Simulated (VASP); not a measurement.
Input of a VASP 6.6.1 run:

The input INCAR:

```
SYSTEM = CS2
  PREC = Accurate
  ENCUT = 520
  EDIFF = 1E-7
  ISMEAR = -1
  SIGMA = 0.02
  LREAL = Auto
  LASPH = .True.
  NELM = 100
  ALGO = Normal
  ISIF = 2
  LWAVE = .False.
  LCHARG = .False.
  GGA = PE
  NBANDS = 82
```

KPOINTS

```
Automatic mesh
0
Gamma
  1 1 1
  0 0 0
```

The input POSCAR:

```
CS2
1.0
   10.1315940000      0.0000000000      0.0000000000
    0.0000000000     10.1315940000      0.0000000000
    0.0000000000      0.0000000000     10.1315940000
S C
16 8
Direct
    0.2511154711      0.0080638841      0.6737538042
    0.0731079433      0.1690158528      0.4680902136
    0.5379114086      0.3237891293      0.3604664774
    0.7039958372      0.5596355322      0.2546588424
    0.2577975391      1.1163988608      0.0802835171
    0.3201075764      0.8965617848      0.2826998397
    0.5444552950      0.4107349742      0.7623479583
    0.7388373439      0.1722927310      0.6836140493
    0.8885966019      0.7318986529      0.9342162744
    0.7002155831      0.7489739522      0.6840483343
    0.0911406438      0.3443584494      0.8906199755
    0.1687493597      0.5892656180      0.7059303798
    0.0652809420      0.4876725222      0.2692370026
    0.3362945653      0.5542563194      0.1103084075
    0.6706743282      0.0944866129      0.0686960018
    0.8154096976     -0.0553219957      0.2752676430
    0.1588200238      0.0812606585      0.5649555243
    0.6369284044      0.4317978000      0.3056281174
    0.2823247754      1.0033169509      0.1842651808
    0.6455154046      0.2981761804      0.7120597213
    0.7942086902      0.7481744728      0.8059442571
    0.1191322905      0.4803291565      0.8042663376
    0.1922007534      0.5335488177      0.1822516773
    0.7326882621      0.0328970940      0.1843244015
```

Potentials or basis: VASP PAW PBE potentials, release 64 (S, C).

Launch:

```bash
$ cat potpaw_PBE.64/S/POTCAR potpaw_PBE.64/C/POTCAR > POTCAR
$ mpirun -np 1 vasp_gam > vasp.out
```

Q: Estimate the band gap on the k mesh.

A: 3.02 eV, direct.

Q: Predict the pressure.

A: -1.3 GPa.

Stress tensor (GPa, compression positive):
```
-1.93 -0.08  0.96
-0.08 -1.31  0.11
 0.96  0.11 -0.64
```
